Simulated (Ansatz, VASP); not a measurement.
# Cross-check of GaN between VASP and Ansatz

Aim: how closely do two programs agree when they are given the same cell, functional and k mesh? The cell is taken from a series of runs on this material, whose earlier steps may have relaxed, scaled, displaced or heated it; both programs get it as it stands.

Program: Ansatz 0.2.0. Level of theory: plane waves, with VASP 6.6.1 beside it; zone-centre phonons at LDA. Results are calculated unless marked as measured.

### 1. The starting structure

Symmetry: F-43m, No. 216, cubic system. Conventional cell: a = 4.455 Å, b = 4.455 Å, c = 4.455 Å, α = 90.00°, β = 90.00°, γ = 90.00°. Nearest to N lie 4 Ga at 1.93 Å. Ga has 4 N at 1.93 Å nearest. Farther neighbours and most contacts between anions are not listed.

### 2. Ansatz: zone-centre phonons, LDA

Ansatz runs on its PAW soft_1 files.

Second derivatives magnify differences that forces hide, and they need a tight electronic threshold.

Input file input.yaml:

```yaml
crystal:
  lattice:
    - [0.0, 2.2276025113, 2.2276025113]
    - [2.2276025113, 0.0, 2.2276025113]
    - [2.2276025113, 2.2276025113, 0.0]
  atoms:
    - { symbol: "N", position: [0.25, 0.25, 0.25] }
    - { symbol: Ga, position: [0.0, 0.0, 0.0] }
total_charge: -0.008843
kpoints:
  mp_grid: { grid: [30, 30, 30] }
hamiltonian:
  xc: lda
  pseudopotentials: { kind: paw, azcp: { folder: soft_1 }, xc_functional: pbe }
scf:
  occupations: { method: fermi_dirac, width: 0.03 }
output:
  eigenvalues: true
phonons:
  method: dfpt
```

On the command line:

```sh
ansatz run input.yaml --threads 8 --pin off --max-ram 16384MiB --backend cpu --events-out ev --progress --plain --runs-dir out
```

Numbers of over 12 decimals in the logs are rounded to 6 here.

The program printed:

```text
zone centre: on kpoints.mp_grid the ground state, and the responses unless they are solved on pairs of k-points, stand on 1992 of the mesh's 27000 k-points, reduced under 8 symmetry operations, with k and −k counted as one. Each operation leaves every solved displacement unchanged or reverses it
Engine: ansatz 0.2.0, aarch64-unknown-linux-gnu
Pseudopotentials: kind: paw
Pseudopotential: N, paw, valence charge 5, recommended cutoff 420 eV (normal), soft_1/N.paw.azcp
Pseudopotential: Ga, paw, valence charge 13, recommended cutoff 420 eV (normal), soft_1/Ga.paw.azcp
Functional definition: SPW92
  exchange = slater_x
  correlation = pw_c
Crystal: 2 atoms, lattice volume = 22.108 Å³
Basis set: ecut = 420 eV, 411 PW (Γ), exchange–correlation on 48×48×48 points (8 copies of the dense FFT grid, shifted against one another)
Bands: 14, of which v1, the nominal top of the filled ones, is band 9 counted from 1 (8 counted from 0)
Symmetry: 24 space group operations
k-points: 1992 of 27000 (irreducible under 8 space group operations, time reversal used)
Non-local potential: N, projectors of the file, l = 0: 2, l = 1: 2, l = 2: 1
Non-local potential: Ga, projectors of the file, l = 0: 2, l = 1: 2, l = 2: 3, l = 3: 1
PAW form: soft (Blöchl's): semilocal exchange-correlation on the pseudo side does not see the compensation charge
PAW frozen core: N, regenerated for the run's functional, and the local potential with it (the file was generated under x = pbe(κ = 0.804, μ = 0.219515), c = pbe(β = 0.066725))
PAW frozen core: Ga, regenerated for the run's functional, and the local potential with it (the file was generated under x = pbe(κ = 0.804, μ = 0.219515), c = pbe(β = 0.066725))
PAW one-centre angular grid: N, 110 points (default); XC on 64 Gauss nodes
PAW one-centre angular grid: Ga, 590 points (default); XC on 64 Gauss nodes
Initial density: superposition of atomic densities (chi_scale 0.1, normalization cell, long waves kept (reshape's long-wave potential 0.00 eV rms))
Initial wavefunctions: pseudopotential atomic-orbital guess
Functional: x = slater, c = lda
SCF iter   1: F=—  HF=-4082.608152 eV  |F-HF|=—  |Δ(HF+E_count)|=         —  Δρ=1.05e-1  dr2=2.19e0  ethr=3.10e-3  ⟨swp⟩=4.7  Hψ=138171  notcnv=0
preconditioner: auto → none  [insulator: Δε(μ)=0.080 eV  Ē_g=20.547 eV  σ=0.030 eV  W_gap=0.53  n_scr=8 (ndim 8)  ℏωp=33.5 eV  f_vac=0.000  D(μ)=0.03/eV (n_scr^D=0)  ε∞_Penn≈3.7]
SCF iter   2: F=—  HF=-4082.066160 eV  |F-HF|=—  |Δ(HF+E_count)|=   5.42e-1  Δρ=4.11e-2  dr2=3.26e-1  ethr=3.10e-3  ⟨swp⟩=2.2  Hψ=54990  notcnv=0  defer=1925
SCF iter   3: F=—  HF=-4081.986574 eV  |F-HF|=—  |Δ(HF+E_count)|=   7.96e-2  Δρ=1.12e-2  dr2=1.12e-2  ethr=1.81e-3  ⟨swp⟩=2.6  Hψ=45927  notcnv=0  defer=1925
SCF iter   4: F=—  HF=-4081.979568 eV  |F-HF|=—  |Δ(HF+E_count)|=   7.01e-3  Δρ=1.85e-3  dr2=3.14e-4  ethr=6.19e-5  ⟨swp⟩=2.0  Hψ=55213  notcnv=0  defer=1923
SCF iter   5: F=—  HF=-4081.979416 eV  |F-HF|=—  |Δ(HF+E_count)|=   1.52e-4  Δρ=3.03e-4  dr2=7.04e-6  ethr=1.74e-6  ⟨swp⟩=2.0  Hψ=51062  notcnv=0  defer=1923
SCF iter   6: F=—  HF=-4081.979420 eV  |F-HF|=—  |Δ(HF+E_count)|=   3.16e-6  Δρ=1.81e-5  dr2=3.82e-8  ethr=3.91e-8  ⟨swp⟩=2.0  Hψ=43770  notcnv=0  defer=1923
SCF iter   7: F=—  HF=-4081.979419 eV  |F-HF|=—  |Δ(HF+E_count)|=   1.01e-7  Δρ=1.19e-6  dr2=1.39e-10  ethr=2.12e-10  ⟨swp⟩=2.8  Hψ=51138  notcnv=0  defer=1923
SCF iter   8: F=-4081.979419 eV  HF=-4081.979419 eV  |F-HF|=0.00e0  |Δ(HF+E_count)|=  1.18e-11  Δρ=5.38e-8  dr2=3.33e-13  ethr=1.00e-12  ⟨swp⟩=9.8  Hψ=135328  notcnv=0
SCF 1 converged in 8 iterations: F = -4081.979419 eV  dr2 = 3.33e-13
  greatest PAW one-centre occupation: 0.996 electrons in one spin orbital (limit 2), on the Ga atom at site 1 (counted from 0), in its partial waves of l = 2
DFPT response loops at Γ: preconditioner auto → Kerker (q_TF=auto, 2.637 Å⁻¹) (partly filled bands, converged f_vac=0.000); β = 1.00, the filter's whole step (`scf.mixing.beta` (0.50) is not read by the response loops under this deck's `scf.mixing.preconditioner`; to damp them name `kerker` or `kerker_dos`, under which they read `scf.mixing.beta`, and type it under 1.00, their step now; both keys bind the ground state too); Broyden in place of MSR1
SCF converged after 8 iterations
Free energy (F): -4081.979419 eV
Harris-Foulkes:  -4081.979419 eV  (|F-HF|=0.00e0)
Internal energy: -4081.979350 eV  (E = F + TS)
E sigma→0 (E₀):  -4081.979384 eV
Entropy (-TS):   -0.000070 eV (-0.035 meV/atom)
Fermi energy:    12.508458 eV
--- Per-component energies (eV) ---
  E_band       = -4.718919
  E_kinetic    = 241.953107
  E_local      = -1390.136942  (includes V_loc(G=0)·N_el)
  E_nonlocal   = -51.788723
  E_hartree    = 883.310706
  E_xc         = -121.974067
  E_vxc        = -131.601307  (∫ρ·V_xc dr)
  E_paw        = -2039.262128  (= ΣΔE_a)
  E_vpaw       = -439.767094  (= ΣTr[D̂ρ^β])
  E_aug_tail   = 0.000639  (compensation charges beyond the density's cutoff)
  E_ewald      = -1605.890465
  E_core_change = 1.808525  (= ΣΔE_core)
  E_smearing   = -0.000070  (= −TS)
  E_closure    = -0.000000  (closes the sum)
  E_deformation_potential = -0.164617  (in the stress; not in F)
  Σ components = -4081.979419   (vs F -4081.979419, Δ=0.00e0)
--- Band table (eV; the first three rows and the last of 1992) ---
  k-point 0: bands = [... 5 lower, -3.4713, 9.8081, 9.8081, 9.8081, 11.7646, 20.1425, 20.1425, 20.1425, ... 1 higher]
  k-point 1: bands = [... 5 lower, -3.4715, 9.6461, 9.7949, 9.7949, 11.8965, 20.0758, 20.1637, 20.1637, ... 1 higher]
  k-point 2: bands = [... 5 lower, -3.4721, 9.2471, 9.7561, 9.7561, 12.2060, 19.8937, 20.2239, 20.2239, ... 1 higher]
  k-point 1991: bands = [... 5 lower, -1.2759, 3.8861, 5.9237, 5.9506, 15.9429, 18.3581, 20.2818, 20.8689, ... 1 higher]
--- Phonons (Γ-DFPT): 2 representative perturbations + reference, on 1992 of 27000 k-points (Σ response iterations 6) ---
  k mesh reduced under 8 symmetry operations, with k and −k counted as one. Each operation leaves every solved displacement unchanged or reverses it
  ASR residual: 3.734e-5 → 0.000e0 eV/Å²; symmetrization residual: 4.633e-7 eV/Å²
  ASR residual per site (eV/Å²): 2.12e-5 3.73e-5
  Γ frequencies (cm⁻¹): 0.00 0.00 0.00 552.62 552.62 552.62
  non-analytic LO–TO correction: not included (Born effective charges unavailable; polar crystals: no LO–TO splitting at Γ)
```

### 3. VASP: zone-centre phonons, LDA

The same cell, functional (in two slightly different forms), mesh and smearing now go to VASP, with its own data sets.

Lines of VASP's logs that name or quote its potential files are left out, and so is its time.

Input file INCAR:

```
SYSTEM = GaN
PREC = Accurate
ENCUT = 600
EDIFF = 1E-08
NELM = 120
ISMEAR = -1
SIGMA = 0.03
LREAL = .FALSE.
ALGO = Normal
GGA = CA
NELECT = 18.008843
NBANDS = 15
LORBIT = 11
LWAVE = .FALSE.
LCHARG = .FALSE.
ISIF = 2
IBRION = 8
LASPH = .TRUE.
GGA_COMPAT = .FALSE.
KPAR = 2
```

Input file POSCAR:

```
GaN
1.0
    0.0000000000      2.2276025113      2.2276025113
    2.2276025113      0.0000000000      2.2276025113
    2.2276025113      2.2276025113      0.0000000000
N Ga
1 1
Direct
    0.2500000000      0.2500000000      0.2500000000
    0.0000000000      0.0000000000      0.0000000000
```

Input file KPOINTS:

```
Automatic mesh
0
Gamma
30 30 30
0 0 0
```

The projector-augmented-wave data sets are N and Ga_d (LDA family, release 64).

On the command line:

```sh
mpirun -np 2 vasp_std
```

The program printed:

```text
[banner, memory and clock lines left out]
running    2 mpi-ranks, on    1 nodes
 distrk:  each k-point on    1 cores,    2 groups
 distr:  one band on    1 cores,    1 groups

 POSCAR found type information on POSCAR N Ga
 POSCAR found :  2 types and       2 ions
 LDA part: xc-table for (Slater(with rela. corr.)+CA(PZ))
 , standard interpolation
 POSCAR, INCAR and KPOINTS ok, starting setup
 FFT: planning ... GRIDC
 FFT: planning ... GRID_SOFT
 FFT: planning ... GRID
 WAVECAR not read
 entering main loop
       N       E                     dE             d eps       ncg     rms          rms(c)
DAV:   1     0.886533136395E+02    0.88653E+02   -0.10258E+04 24963   0.236E+03
DAV:   2    -0.951293171178E+01   -0.98166E+02   -0.91154E+02 25781   0.363E+02
DAV:   3    -0.158889525225E+02   -0.63760E+01   -0.63467E+01 25115   0.775E+01
DAV:   4    -0.159631788956E+02   -0.74226E-01   -0.74206E-01 28591   0.883E+00
DAV:   5    -0.159641144675E+02   -0.93557E-03   -0.93556E-03 26356   0.944E-01BRMIX: very serious problems
 the old and the new charge density differ
 old charge density:    18.00000 new   18.00884
BRMIX: very serious problems
 the old and the new charge density differ
 old charge density:    18.00000 new   18.00884
    0.763E+00
DAV:   6    -0.139297174685E+02    0.20344E+01   -0.52452E+00 33889   0.442E+01    0.266E+00
DAV:   7    -0.139025790636E+02    0.27138E-01   -0.26954E-01 26389   0.646E+00    0.168E+00
DAV:   8    -0.138777778047E+02    0.24801E-01   -0.70252E-02 26998   0.301E+00    0.694E-01
DAV:   9    -0.138744432000E+02    0.33346E-02   -0.12880E-02 31024   0.254E+00    0.196E-01
DAV:  10    -0.138744881340E+02   -0.44934E-04   -0.15893E-03 28237   0.582E-01    0.749E-02
DAV:  11    -0.138744285416E+02    0.59592E-04   -0.20428E-04 34399   0.266E-01    0.106E-02
DAV:  12    -0.138744303677E+02   -0.18261E-05   -0.16364E-05 25850   0.480E-02    0.158E-03
DAV:  13    -0.138744303419E+02    0.25822E-07   -0.60509E-07 35403   0.156E-02    0.107E-03
DAV:  14    -0.138744303443E+02   -0.24711E-08   -0.34463E-08 25567   0.184E-03
   1 F= -.13874430E+02 E0= -.13874395E+02  d E =-.700101E-04
 Linear response reoptimize wavefunctions to high precision
DAV:   1    -0.138744303441E+02    0.18872E-09   -0.13774E-09 19647   0.464E-04
DAV:   2    -0.138744303442E+02   -0.42746E-10   -0.42081E-10 14724   0.198E-04
 Linear response DOF=           2
 Linear response progress:
  Degree of freedom:   1/  2
       N       E                     dE             d eps       ncg     rms          rms(c)
RMM:   1    -0.236141051188E+00   -0.23614E+00    0.91895E-02263149   0.404E+00
RMM:   2    -0.227179452893E+00    0.89616E-02   -0.87929E-03194155   0.104E+00    0.144E-01
RMM:   3    -0.228250059976E+00   -0.10706E-02   -0.15533E-03215041   0.337E-01    0.705E-02
RMM:   4    -0.229467324772E+00   -0.12173E-02   -0.35904E-04213745   0.133E-01    0.175E-02
RMM:   5    -0.229549316870E+00   -0.81992E-04   -0.11920E-05220443   0.310E-02    0.270E-03
RMM:   6    -0.229497519564E+00    0.51797E-04   -0.77153E-07215611   0.801E-03    0.121E-03
RMM:   7    -0.229491417261E+00    0.61023E-05   -0.44594E-08227182   0.199E-03    0.218E-04
RMM:   8    -0.229489566823E+00    0.18504E-05   -0.78485E-09223507   0.520E-04    0.255E-05
RMM:   9    -0.229489223807E+00    0.34302E-06    0.78276E-10227087   0.160E-04    0.111E-05
RMM:  10    -0.229489394616E+00   -0.17081E-06    0.16469E-09222769   0.715E-05    0.112E-06
RMM:  11    -0.229489388436E+00    0.61803E-08    0.17056E-09223449   0.389E-05    0.345E-07
 first order change of Fermi-energy   0.11133E-03
 force on displaced ion       1 direction 1 : -13.336  -0.000  -0.000
 Linear response progress:
  Degree of freedom:   2/  2
       N       E                     dE             d eps       ncg     rms          rms(c)
RMM:   1    -0.163263794220E+00   -0.16326E+00    0.27704E-01143074   0.926E+00
RMM:   2    -0.161058375801E+00    0.22054E-02   -0.34742E-02219697   0.169E+00    0.558E-02
RMM:   3    -0.161280963453E+00   -0.22259E-03   -0.24741E-03221695   0.398E-01    0.338E-02
RMM:   4    -0.160901156990E+00    0.37981E-03   -0.16573E-04233225   0.111E-01    0.358E-03
RMM:   5    -0.160912575897E+00   -0.11419E-04   -0.52149E-06238833   0.321E-02    0.216E-03
RMM:   6    -0.160908118294E+00    0.44576E-05    0.28282E-06239210   0.101E-02    0.317E-04
RMM:   7    -0.160908374907E+00   -0.25661E-06    0.17966E-06242182   0.351E-03    0.184E-04
RMM:   8    -0.160908563385E+00   -0.18848E-06    0.12839E-06241308   0.121E-03    0.362E-05
RMM:   9    -0.160908505893E+00    0.57492E-07    0.57236E-07241671   0.455E-04    0.102E-05
RMM:  10    -0.160908436673E+00    0.69220E-07    0.33971E-07241072   0.190E-04    0.216E-06
RMM:  11    -0.160908446853E+00   -0.10180E-07    0.14396E-07243490   0.897E-05    0.606E-07
RMM:  12    -0.160908451192E+00   -0.43388E-08    0.93654E-08234119   0.533E-05    0.360E-07
 first order change of Fermi-energy  -0.50859E-05
 force on displaced ion       2 direction 1 : -13.321  -0.000  -0.000
 Linear response finished
```

Parts of OUTCAR (step 3):

```text
NELECT = 18.008843

 ion  position               nearest neighbor table
   1  0.250  0.250  0.250-   2 1.93   2 1.93   2 1.93   2 1.93
   2  0.000  0.000  0.000-   1 1.93   1 1.93   1 1.93   1 1.93

  LATTYP: Found a face centered cubic cell.
 ALAT       =     4.4552050226

 Subroutine GETGRP returns: Found 24 space group operations
 (whereof 24 operations were pure point group operations)

The static configuration has the point symmetry T_d .

 Found    752 irreducible k-points:

   k-points           NKPTS =    752   k-points in BZ     NKDIM =    752   number of bands    NBANDS=     15

   dimension x,y,z NGX =    28 NGY =   28 NGZ =   28
   dimension x,y,z NGXF=    56 NGYF=   56 NGZF=   56

   ENCUT  =  600.0 eV  44.10 Ry    6.64 a.u.   6.29  6.29  6.29*2*pi/ulx,y,z

 k-points in reciprocal lattice and weights: Automatic mesh
   0.00000000  0.00000000  0.00000000       0.000
   0.03333333  0.00000000  0.00000000       0.000
   0.06666667  0.00000000  0.00000000       0.000
   0.10000000  0.00000000  0.00000000       0.000
   0.13333333  0.00000000  0.00000000       0.000
   0.16666667  0.00000000  0.00000000       0.000
   0.20000000  0.00000000  0.00000000       0.000
   0.23333333  0.00000000  0.00000000       0.000
   0.26666667  0.00000000  0.00000000       0.000
[...]
-0.26666667  0.46666667  0.23333333       0.001
  -0.26666667  0.50000000  0.23333333       0.000

 average (electrostatic) potential at core
       1 -61.6254       2 -64.3675

  Total        0.2957906      0.2957906      0.2957906     -0.0000000      0.0000000     -0.0000000
  in kB       21.4363994     21.4363994     21.4363994     -0.0000000      0.0000000     -0.0000000
  external PRESSURE =      21.4363994 kB  Pullay stress =       0.0000000 kB

  energy-cutoff  :      600.00
  volume of cell :       22.11
      direct lattice vectors                 reciprocal lattice vectors
     0.000000000  2.227602511  2.227602511    -0.224456561  0.224456561  0.224456561
     2.227602511  0.000000000  2.227602511     0.224456561 -0.224456561  0.224456561
     2.227602511  2.227602511  0.000000000     0.224456561  0.224456561 -0.224456561

 POSITION                                       TOTAL-FORCE (eV/Angst)
 -----------------------------------------------------------------------------------
      1.11380      1.11380      1.11380         0.000000      0.000000      0.000000
      0.00000      0.00000      0.00000        -0.000000     -0.000000     -0.000000
 -----------------------------------------------------------------------------------
    total drift:                               -0.000000     -0.000000      0.000000

 Eigenvectors and eigenvalues of the dynamical matrix
 ----------------------------------------------------

   1 f  =   16.718032 THz   105.042490 2PiTHz  557.653506 cm-1    69.140192 meV
             X         Y         Z           dx          dy          dz
      1.113801  1.113801  1.113801     0.912654    0.000000    0.000000
      0.000000  0.000000  0.000000    -0.408733    0.000000    0.000000

   2 f  =   16.718032 THz   105.042490 2PiTHz  557.653506 cm-1    69.140192 meV
             X         Y         Z           dx          dy          dz
      1.113801  1.113801  1.113801    -0.000000    0.912654    0.000000
      0.000000  0.000000  0.000000    -0.000000   -0.408733    0.000000

   3 f  =   16.718032 THz   105.042490 2PiTHz  557.653506 cm-1    69.140192 meV
             X         Y         Z           dx          dy          dz
      1.113801  1.113801  1.113801     0.000000    0.000000   -0.912654
      0.000000  0.000000  0.000000     0.000000    0.000000    0.408733

   4 f/i=    0.003698 THz     0.023235 2PiTHz    0.123353 cm-1     0.015294 meV
             X         Y         Z           dx          dy          dz
      1.113801  1.113801  1.113801    -0.135763    0.372599   -0.099001
      0.000000  0.000000  0.000000    -0.303144    0.831970   -0.221057

   5 f/i=    0.003698 THz     0.023235 2PiTHz    0.123353 cm-1     0.015294 meV
             X         Y         Z           dx          dy          dz
      1.113801  1.113801  1.113801     0.301158    0.036966   -0.273862
      0.000000  0.000000  0.000000     0.672450    0.082542   -0.611502

   6 f/i=    0.003698 THz     0.023235 2PiTHz    0.123353 cm-1     0.015294 meV
             X         Y         Z           dx          dy          dz
      1.113801  1.113801  1.113801    -0.240697   -0.163909   -0.286813
      0.000000  0.000000  0.000000    -0.537449   -0.365991   -0.640419

 ELASTIC MODULI CONTR FROM IONIC RELAXATION (kBar)
 Direction    XX          YY          ZZ          XY          YZ          ZX
 --------------------------------------------------------------------------------
 XX          -0.0000     -0.0000      0.0000     -0.0000      0.0000     -0.0000
 YY          -0.0000     -0.0000     -0.0000     -0.0000     -0.0000     -0.0000
 ZZ           0.0000     -0.0000     -0.0000      0.0000     -0.0000     -0.0000
 XY          -0.0000     -0.0000      0.0000   -453.6038      0.0000     -0.0000
 YZ           0.0000     -0.0000     -0.0000      0.0000   -453.6038      0.0000
 ZX          -0.0000     -0.0000     -0.0000     -0.0000      0.0000   -453.6038
 --------------------------------------------------------------------------------
```

The cell is charged against a uniform background.

### 4. Comparison

Known differences besides the potentials themselves: the two LDA forms differ slightly; the cutoff is 420 eV in Ansatz and 600 eV in VASP; VASP's log shows a relativistic correction to its local exchange, Ansatz's none. Total energies have different zeros and are not compared.

Both answers:

```csv
quantity,Ansatz,VASP,difference
optical mode 1 to 3 (cm⁻¹),552.6,557.7,-0.90 %
```

Modes are paired by rising frequency, not by their patterns, so a pair may set unlike modes beside each other; they are those without the splitting of longitudinal modes. The cell carries a charge of -0.008843 e against a uniform background, so its pressure also hangs on how the neutralising background is counted, and in a defect's cell a gap may be the spacing between its levels.

### 5. What came out

```yaml
r_m_s_difference_of_the_optical_zone_centre_modes_each_program_s_sorted_by_frequency_zone_centre_phonons_lda: 5.0 cm⁻¹
difference_in_optical_mode_1_to_3_zone_centre_phonons_lda: -0.9 %
```

The r.m.s. difference of the optical zone-centre modes, each program's sorted by frequency is 5.0 cm⁻¹ (zone-centre phonons, LDA). Among the rows given in per cent, the largest difference of the zone-centre phonons, LDA pair is in optical mode 1 to 3, -0.9 %. How closely two codes agree says nothing of how well the functional describes the real material.

[Lines on the potential files, build, host, timing and source positions are cut from VASP's logs without a mark.]

[Logs are printed without paths, hosts, clocks, repeated set-up lines and the standing remarks that a program may print on its own settings, such as how far it seeks lower states.]

[Hosts, paths, dates, database ids (printed as entryN), source tags and the programs' standing remarks are cut or masked in the printed files.]
